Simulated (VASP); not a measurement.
Data:

```
CELL_PARAMETERS angstrom
      0.00000     2.71550     2.71550
      2.71550     0.00000     2.71550
      2.71550     2.71550     0.00000
ATOMIC_POSITIONS crystal
  Si 0.00000 0.00000 0.00000
  Si 0.25000 0.25000 0.25000
```

These are PBE GGA, VASP's PBE PAW potentials (set 64) (plane waves; VASP) values and carry that method's errors. Settings: 520 eV cut-off, 8×8×8 Γ-centred mesh, Gaussian smearing of 0.050 eV, potentials Si.

Energy and stress use the plane-wave basis of the starting cell.

Question: The ions, cell shape and volume are relaxed. Predict the relaxed structure.

Answer: 
```
CELL_PARAMETERS angstrom
      0.00000     2.73427     2.73427
      2.73427     0.00000     2.73427
      2.73427     2.73427     0.00000
ATOMIC_POSITIONS crystal
  Si 0.00000 0.00000 0.00000
  Si 0.25000 0.25000 0.25000
```
Space group Fd-3m (227), at a tolerance of 0.03 Å.

Question: How do energy and volume change from the first to the last step?

Answer: The energy (σ→0) changes by -2.5 meV/atom and the volume by +2.1 %, in 3 ionic steps.

```csv
step,E(σ→0) (eV),max force (eV/Å),pressure (GPa),volume (Å³)
1,-10.8411,0.000,1.94,40.05
2,-10.8438,0.000,-1.22,41.47
3,-10.8460,0.000,0.01,40.88
```

The compound is Si in the diamond structure. This run relaxes it. Symmetry was kept, so distortions that lower it aren't found.
